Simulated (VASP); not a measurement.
Wanted: the native input for a VASP 6.6.1 run.

```
Task                   : single point
Functional             : PBE
Potentials or basis    : VASP PAW PBE potentials, release 64 (Bi_d, O)
Cutoff                 : 520 eV
k mesh                 : 8 × 8 × 8
Occupations            : gaussian, width 0.1 eV
Spin                   : no spin polarisation
Dipole correction      : no
Further INCAR settings : ALGO = Fast; EDIFF = 1e-06; NBANDS = 34
```

The structure of BiO6 lies in POSCAR:

```
BiO6
1.0
    4.9052293116      0.0000000000      0.0000000000
    0.0000000000      4.9052293116      0.0000000000
    0.0000000000      0.0000000000      4.9052293116
Bi O
1 6
Direct
    0.0000000000      0.0000000000      0.0000000000
    0.1274650990      0.5000000000      0.5000000000
    0.5000000000      0.8725349010      0.5000000000
    0.5000000000      0.1274650990      0.5000000000
    0.8725349010      0.5000000000      0.5000000000
    0.5000000000      0.5000000000      0.1274650990
    0.5000000000      0.5000000000      0.8725349010
```

The cell was built by a generator and needn't be a form met in nature.

The cell isn't the ideal one: species swapped into the DyB6 type (Pm-3m, No. 221).

One way to write it, as run:

INCAR

```
PREC     = Accurate       # precision mode
ENCUT    = 520            # plane-wave cutoff, eV
EDIFF    = 1E-6           # SCF threshold, eV
ISMEAR   = 0              # smearing method
SIGMA    = 0.1            # smearing width, eV
LREAL    = F              # projectors in reciprocal space
LASPH    = T              # aspherical terms in the spheres
NELM     = 100            # most SCF steps
ALGO     = Fast           # electronic algorithm
ISIF     = 2              # what is computed and relaxed
LWAVE    = F              # write WAVECAR
LCHARG   = T              # write CHGCAR
GGA      = PE             # functional
LELF     = T              # ELF
LVHAR    = T            
NBANDS   = 34             # bands
```

KPOINTS

```
Automatic mesh
0
Gamma
  8 8 8
```

Potentials or basis: VASP PAW PBE potentials, release 64 (Bi_d, O).

Command:

```sh
$ cat potpaw_PBE.64/Bi_d/POTCAR potpaw_PBE.64/O/POTCAR > POTCAR
$ mpirun -np 1 vasp_std > vasp.out
```

It gave:

```
Pressure               : 1.2 GPa
Largest force          : 0.865 eV/Å
Band gap on the k mesh : none (metal or under the smearing width)
```

Caveat: the standard files for N, O and F lose accuracy on very short bonds; spin-orbit coupling is left out, which moves the levels of the heavy elements; an odd number of electrons without spin polarisation forces a metal; a magnetic or distorted state may lie lower.

It took 110 s on 1 thread of Intel(R) Xeon(R) Platinum 8259CL CPU @ 2.50GHz (Skylake/Cascade Lake), with other jobs on the host, peak memory 0.27 GiB.
